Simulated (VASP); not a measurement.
# Cu (Fm-3m) in VASP: a series of runs, part 2 of 2

VASP 6.6.1. Earlier steps stand in the parts before.

**3. Optical spectrum, LDA**

INCAR reads:

```
PREC = Accurate
ENCUT = 520
EDIFF = 1E-7
ISMEAR = 0
SIGMA = 0.1
LREAL = F
LASPH = T
NELM = 60
ALGO = Normal
ISIF = 2
LWAVE = F
LCHARG = F
GGA = CA
LOPTICS = T
NBANDS = 38
NEDOS = 2000
CSHIFT = 0.1
```

KPOINTS reads:

```
Automatic mesh
0
Gamma
  30 30 30
```

POSCAR reads:

```
Cu                                      
1.0
   -0.0000000000      1.7618516133      1.7618516133
    1.7618516133     -0.0000000000      1.7618516133
    1.7618516133      1.7618516133     -0.0000000000
  Cu            
     1
Direct
     0.0000000000000000    0.0000000000000000    0.0000000000000000
```

Potentials or basis: VASP PAW LDA potentials, release 64 (Cu).

Command:

```sh
cat potpaw_LDA.64/Cu/POTCAR > POTCAR
mpirun -np 1 vasp_std > vasp.out
```

OUTCAR:

```text
PREC = Accurate
   ENCUT = 520
   EDIFF = 1E-7
   ISMEAR = 0
   LREAL = F
   LASPH = T
   NELM = 60
   ISIF = 2
   GGA = CA

 ion  position               nearest neighbor table
   1  0.000  0.000  0.000-

  LATTYP: Found a face centered cubic cell.
 ALAT       =     3.5237032266

  Lattice vectors:

 A1 = (   0.0000000000,   1.7618516133,   1.7618516133)
 A2 = (   1.7618516133,   0.0000000000,   1.7618516133)
 A3 = (   1.7618516133,   1.7618516133,   0.0000000000)

Analysis of symmetry for initial positions (statically):
=====================================================================
 Subroutine PRICEL returns:
 Original cell was already a primitive cell.

 Routine SETGRP: Setting up the symmetry group for a
 face centered cubic supercell.

 Subroutine GETGRP returns: Found 48 space group operations
 (whereof 48 operations were pure point group operations)
 out of a pool of 48 trial point group operations.

The static configuration has the point symmetry O_h .

Analysis of symmetry for dynamics (positions and initial velocities):
=====================================================================
 Subroutine PRICEL returns:
 Original cell was already a primitive cell.

[... 666 lines left out ...]
      0.00000      0.00000      0.00000        -0.000000      0.000000     -0.000000
 -----------------------------------------------------------------------------------
    total drift:                               -0.000000     -0.000000     -0.000000

  FREE ENERGIE OF THE ION-ELECTRON SYSTEM (eV)
  ---------------------------------------------------
  free  energy   TOTEN  =        -4.7089192830 eV

  energy  without entropy=       -4.7077298503  energy(sigma->0) =       -4.70832457

 electrical conductivity sigma (Mega S m-1) (frequency dependency in vasprun.xml)
  --------------------------------------------------------------------------------------
       0.155      -0.000      -0.000
      -0.000       0.155       0.000
      -0.000       0.000       0.155

  frequency dependent IMAGINARY DIELECTRIC FUNCTION (independent particle, no local field effects) density-density
     E(ev)      X         Y         Z        XY        YZ        ZX
  --------------------------------------------------------------------------------------------------------------
     0.00000     0.00000     0.00000     0.00000     0.00000     0.00000     0.00000
     1.41219     0.63188     0.63188     0.63188    -0.00000    -0.00000    -0.00000
     2.82439     6.49439     6.49439     6.49439     0.00000    -0.00000    -0.00000
     4.23658     5.13339     5.13339     5.13339     0.00000    -0.00000     0.00000
     5.64877     5.01856     5.01856     5.01856     0.00000     0.00000    -0.00000
     7.06096     3.21425     3.21425     3.21425    -0.00000     0.00000    -0.00000
[... 92 lines left out ...]
   138.39487     0.00012     0.00012     0.00012    -0.00000     0.00000     0.00000
   139.80706     0.00012     0.00012     0.00012    -0.00000     0.00000     0.00000

  frequency dependent      REAL DIELECTRIC FUNCTION (independent particle, no local field effects) density-density
     E(ev)        X           Y           Z          XY          YZ          ZX
  --------------------------------------------------------------------------------------------------------------
     0.00000     8.27200     8.27200     8.27200    -0.00000    -0.00000    -0.00000
     1.41219    10.59296    10.59296    10.59296    -0.00000    -0.00000    -0.00000
     2.82439     5.99328     5.99328     5.99328    -0.00000    -0.00000     0.00000
     4.23658     4.00683     4.00683     4.00683     0.00000    -0.00000    -0.00000
     5.64877     0.68178     0.68178     0.68178     0.00000     0.00000    -0.00000
     7.06096     0.95806     0.95806     0.95806    -0.00000    -0.00000     0.00000
[... 92 lines left out ...]
   138.39487     0.93533     0.93533     0.93533    -0.00000    -0.00000     0.00000
   139.80706     0.93704     0.93704     0.93704    -0.00000    -0.00000     0.00000

  frequency dependent IMAGINARY DIELECTRIC FUNCTION (independent particle, no local field effects) current-current
     E(ev)      X         Y         Z        XY        YZ        ZX
  --------------------------------------------------------------------------------------------------------------
     0.00000    20.65229    20.65229    20.65229     0.00000    -0.00000    -0.00000
     1.41219     2.00994     2.00994     2.00994     0.00000    -0.00000    -0.00000
     2.82439     6.84661     6.84661     6.84661     0.00000     0.00000    -0.00000
     4.23658     5.28242     5.28242     5.28242    -0.00000     0.00000     0.00000
     5.64877     5.00066     5.00066     5.00066    -0.00000    -0.00000    -0.00000
     7.06096     3.21202     3.21202     3.21202     0.00000     0.00000     0.00000
[... 92 lines left out ...]
   138.39487     0.00003     0.00003     0.00003    -0.00000    -0.00000    -0.00000
   139.80706     0.00003     0.00003     0.00003    -0.00000    -0.00000    -0.00000

  frequency dependent      REAL DIELECTRIC FUNCTION (independent particle, no local field effects) current-current
     E(ev)        X           Y           Z          XY          YZ          ZX
  --------------------------------------------------------------------------------------------------------------
     0.00000     8.25899     8.25899     8.25899     0.00000    -0.00000    -0.00000
     1.41219    10.54082    10.54082    10.54082     0.00000    -0.00000    -0.00000
     2.82439     5.53801     5.53801     5.53801     0.00000    -0.00000     0.00000
     4.23658     3.76953     3.76953     3.76953     0.00000     0.00000    -0.00000
     5.64877     0.50627     0.50627     0.50627    -0.00000    -0.00000     0.00000
     7.06096     0.86622     0.86622     0.86622    -0.00000     0.00000     0.00000
[... 92 lines left out ...]
   138.39487     0.93533     0.93533     0.93533    -0.00000     0.00000     0.00000
   139.80706     0.93704     0.93704     0.93704    -0.00000     0.00000     0.00000
```

OSZICAR:

```text
N       E                     dE             d eps       ncg     rms          rms(c)
DAV:   1     0.781904736442E+02    0.78190E+02   -0.31609E+03 80048   0.504E+02
DAV:   2     0.174461519860E+00   -0.78016E+02   -0.66888E+02 60282   0.146E+02
DAV:   3    -0.569212247557E+01   -0.58666E+01   -0.57769E+01 69610   0.296E+01
DAV:   4    -0.572577026879E+01   -0.33648E-01   -0.33640E-01 66004   0.231E+00
DAV:   5    -0.572578294743E+01   -0.12679E-04   -0.12679E-04 65962   0.444E-02    0.805E+00
DAV:   6    -0.508780551001E+01    0.63798E+00   -0.11732E+01 71708   0.242E+01    0.374E+00
DAV:   7    -0.472675619791E+01    0.36105E+00   -0.16870E+00 71734   0.922E+00    0.632E-01
DAV:   8    -0.471043398699E+01    0.16322E-01   -0.30616E-03 69746   0.305E-01    0.283E-01
DAV:   9    -0.470890806825E+01    0.15259E-02   -0.63066E-03 73292   0.474E-01    0.141E-02
DAV:  10    -0.470891701748E+01   -0.89492E-05   -0.69229E-06 66756   0.173E-02    0.486E-03
DAV:  11    -0.470891928093E+01   -0.22634E-05   -0.18999E-07 85034   0.439E-03    0.340E-04
DAV:  12    -0.470891928297E+01   -0.20450E-08   -0.54260E-09 53906   0.310E-04
   1 F= -.47089193E+01 E0= -.47083246E+01  d E =-.118943E-02
 imaginary and real dielectric function
```

Wall time 2.6 min (1 thread of AMD EPYC 9R45 (Zen 5), shared host); peak memory 0.39 GiB.

Results:

- Free energy: -4.7089 eV
- Pressure: 0.0 GPa
- Band gap on the k mesh: none (metal or under the smearing width)

Dielectric function (mean over the directions given):
| energy (eV) | real part | imaginary part |
| --- | --- | --- |
| 0.28 | 8.33 | 0.04 |
| 0.78 | 8.75 | 0.14 |
| 1.27 | 9.93 | 0.41 |
| 1.77 | 12.82 | 3.67 |
| 2.26 | 8.41 | 7.46 |
| 2.75 | 5.96 | 6.55 |
| 3.25 | 4.31 | 6.61 |
| 3.81 | 3.56 | 5.66 |
| 4.31 | 4.03 | 5.42 |
| 4.80 | 2.71 | 5.35 |
| 5.30 | 1.63 | 6.91 |
| 5.79 | 0.74 | 4.76 |
| 6.28 | 0.41 | 3.85 |
| 6.85 | 0.95 | 3.20 |
| 7.34 | 0.94 | 2.96 |
| 7.84 | 0.97 | 3.17 |
| 8.33 | 0.83 | 2.64 |
| 8.83 | 0.89 | 2.54 |
| 9.32 | 0.87 | 2.13 |
| 9.81 | 0.75 | 2.18 |
| 10.38 | 0.72 | 1.94 |
| 10.87 | 0.95 | 1.71 |
| 11.37 | 0.99 | 1.72 |
| 11.86 | 1.03 | 1.72 |
| 12.36 | 0.99 | 1.67 |
| 12.85 | 1.12 | 1.72 |
| 13.42 | 1.03 | 1.83 |
| 13.91 | 1.00 | 1.78 |
| 14.40 | 0.88 | 1.79 |
| 14.90 | 0.84 | 1.76 |
| 15.39 | 0.74 | 1.80 |
| 15.89 | 0.54 | 1.67 |
| 16.38 | 0.50 | 1.53 |
| 16.95 | 0.54 | 1.44 |
| 17.44 | 0.40 | 1.23 |
| 17.93 | 0.45 | 1.26 |
| 18.43 | 0.52 | 1.14 |
| 18.92 | 0.41 | 1.01 |
| 19.42 | 0.51 | 1.07 |
| 19.98 | 0.50 | 0.85 |

Caveat: independent-particle spectra lack excitons; the intraband (Drude) part of a metal's response may be missing.
